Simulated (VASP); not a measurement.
```xyz
2
Lattice="3.7513 0.0000 0.0000 -1.8757 3.2487 0.0000 0.0000 0.0000 3.6611" Properties=species:S:1:pos:R:3 pbc="T T T"
Au     0.0000     0.0000     0.0000
I      1.8757     1.0829     1.8306
```

The base run (VASP): PBE GGA, plane waves, VASP's PBE PAW potentials (set 64). Run with 400 eV cut-off, 7×7×7 Γ-centred mesh, Gaussian smearing of 0.050 eV, potentials Au I.

The base run took about 4 core-seconds. Times come from single runs on busy shared machines, so they are rough: good to a factor of about 2.

Pressures at a finite cut-off, here 400 eV, hold a Pulay part, which this task's highest cut-off puts under 0.2 GPa.

```tsv
setting	cost over the base run	electronic steps	pressure (GPa)
base run	reference	12	19.54
GGA = RP	within a factor of 2	12	22.14
IVDW = 11	within a factor of 2	12	16.26
GGA = 91	within a factor of 2	12	20.28
AGGAC = 0.0, GGA = BO, LUSE_VDW = .TRUE., PARAM1 = 0.1833333333, PARAM2 = 0.22	about 4 times	12	20.61
GGA removed, LMIXTAU = .TRUE., METAGGA = R2SCAN	about 4 times	18	19.09
GGA removed, LMIXTAU = .TRUE., METAGGA = SCAN	…	…	…
```

Task: Fill in the missing entries.

Result: 
- GGA removed, LMIXTAU = .TRUE., METAGGA = SCAN, cost over the base run: about 6 times
- GGA removed, LMIXTAU = .TRUE., METAGGA = SCAN, electronic steps: 22
- GGA removed, LMIXTAU = .TRUE., METAGGA = SCAN, pressure (GPa): 15.15

Left out are runs that failed, have no time on record or changed the cell.

The structure was generated: AuI was put into the WC type (P-6m2), which need not be its known phase. The cell was not relaxed at this level.
